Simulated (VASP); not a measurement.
Input:

```
Se
1.0
    2.05698    -3.56280     0.00000
    2.05698     3.56280     0.00000
    0.00000     0.00000     5.16733
Se
3
Direct
  0.00000   0.24621   0.66667
  0.75379   0.75379   0.00000
  0.24621   0.00000   0.33333
```

These are rev-vdW-DF2, VASP's PBE PAW potentials (set 64) (plane waves; VASP 6.6.1) values and carry that method's errors. Numerical set-up: 520 eV cut-off, Gaussian smearing of 0.050 eV, potentials Se.

Task: Predict the band gap (along the path) with the smallest direct gap where there is one.

Result: 
* **band gap (along the path)**: 0.45 eV
* **smallest direct gap (along the path)**: 0.51 eV

The absolute energy has meaning only against runs of the same code, potentials and settings.

The compound is Se in the trig structure. It was relaxed first, which changed the volume by -7 %.
